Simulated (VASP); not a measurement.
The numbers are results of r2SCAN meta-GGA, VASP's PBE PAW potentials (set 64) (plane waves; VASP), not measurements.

A VASP calculation is set up with these files.

**POSCAR**
```
Fe
1
   -1.4350000000     1.4350000000     1.4350000000
    1.4350000000    -1.4350000000     1.4350000000
    1.4350000000     1.4350000000    -1.4350000000
Fe
1
Direct
  0.0000000000   0.0000000000   0.0000000000
```

### KPOINTS
```
Automatic
0
Gamma
 16 16 16
```

### INCAR
```
ALGO = Normal
EDIFF = 1E-6
EDIFFG = -0.01
ENCUT = 400
IBRION = 2
ISIF = 3
ISMEAR = 1
ISPIN = 2
LASPH = .TRUE.
LCHARG = .FALSE.
LMAXMIX = 4
LMIXTAU = .TRUE.
LORBIT = 10
LREAL = .FALSE.
LWAVE = .FALSE.
MAGMOM = 2.5
METAGGA = R2SCAN
NELM = 100
NSW = 60
PREC = Accurate
SIGMA = 0.1
SYSTEM = Fe
```

POTCAR, in this order: Fe (PBE.64 set). Program: vasp_std.

**Question.** Estimate the energy per atom (σ→0), cell moment, volume per atom, band gap (on the k-mesh).

**Answer.** 
- energy per atom (σ→0): -14.358 eV/atom
- cell moment: 2.59 μB
- band gap (on the k-mesh): none (metal, semimetal or under 0.01 eV)
- volume per atom: 11.63 Å³/atom

OSZICAR:
```
...
DAV:   2    -0.143578174101E+02    0.55106E-02   -0.51837E-02  5665   0.345E+00    0.747E-01
DAV:   3    -0.143577935752E+02    0.23835E-04   -0.24539E-03  5572   0.754E-01    0.295E-01
DAV:   4    -0.143577093306E+02    0.84245E-04   -0.64097E-05  5418   0.127E-01    0.676E-02
DAV:   5    -0.143576480794E+02    0.61251E-04   -0.99933E-05  5736   0.942E-02    0.149E-02
DAV:   6    -0.143576558937E+02   -0.78143E-05   -0.45824E-06  5253   0.249E-02    0.696E-03
DAV:   7    -0.143576572361E+02   -0.13424E-05   -0.45399E-07  2676   0.773E-03    0.281E-03
DAV:   8    -0.143576581004E+02   -0.86433E-06   -0.16254E-07  2619   0.603E-03
   3 F= -.14357658E+02 E0= -.14357657E+02  d E =-.148023E-02  mag=     2.5941
```

The compound is Fe in the bcc structure. This run relaxes it. Symmetry was kept, so distortions that lower it aren't found.
